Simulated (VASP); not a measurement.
Input:

```yaml
crystal:
  lattice:
    - [0.00000, 2.96299, 2.96299]
    - [2.96299, 0.00000, 2.96299]
    - [2.96299, 2.96299, 0.00000]
  atoms:
    - { symbol: Cu, position: [0.00000, 0.00000, 0.00000] }
    - { symbol: I, position: [0.25000, 0.25000, 0.25000] }
```

All values below come from revPBE GGA, VASP's PBE PAW potentials (set 64) (plane waves; VASP 6.6.1). Settings: 300 eV cut-off, 10×10×10 Γ-centred mesh, Fermi-Dirac smearing of 0.010 eV, potentials Cu I.

Unless said otherwise, spin-orbit coupling is left out, though it shifts the bands of the heavy elements here.

### Question
Give the energies of bands 2 to 13 at the high-symmetry points, in eV from the valence-band maximum.

### Answer

```json
[
 {"band": "2", "Γ": "-3.96", "X": "-5.99", "U": "-5.65", "L": "-6.01", "W": "-5.47"},
 {"band": "3", "Γ": "-3.96", "X": "-4.04", "U": "-4.75", "L": "-3.93", "W": "-4.91"},
 {"band": "4", "Γ": "-3.96", "X": "-4.04", "U": "-3.99", "L": "-3.93", "W": "-4.14"},
 {"band": "5", "Γ": "-2.13", "X": "-2.16", "U": "-2.27", "L": "-2.10", "W": "-2.20"},
 {"band": "6", "Γ": "-2.13", "X": "-2.06", "U": "-2.10", "L": "-2.10", "W": "-2.19"},
 {"band": "7", "Γ": "0.00", "X": "-2.03", "U": "-1.97", "L": "-2.04", "W": "-2.04"},
 {"band": "8", "Γ": "0.00", "X": "-1.73", "U": "-1.74", "L": "-0.82", "W": "-1.84"},
 {"band": "9", "Γ": "0.00", "X": "-1.73", "U": "-1.44", "L": "-0.82", "W": "-1.46"},
 {"band": "10", "Γ": "1.43", "X": "2.65", "U": "3.09", "L": "2.28", "W": "4.70"},
 {"band": "11", "Γ": "4.81", "X": "2.91", "U": "4.77", "L": "5.38", "W": "4.76"},
 {"band": "12", "Γ": "4.81", "X": "9.78", "U": "7.78", "L": "5.38", "W": "6.13"},
 {"band": "13", "Γ": "4.81", "X": "10.14", "U": "7.99", "L": "7.62", "W": "6.40"}
]
```

The gap is direct, 1.43 eV, from the valence maximum at Γ to the conduction minimum at Γ.

The structure is a typed CuI crystal. The cell was not relaxed at this level. The run is one of a series of settings (NBANDS = 15 against the base run), some of them coarse on purpose.
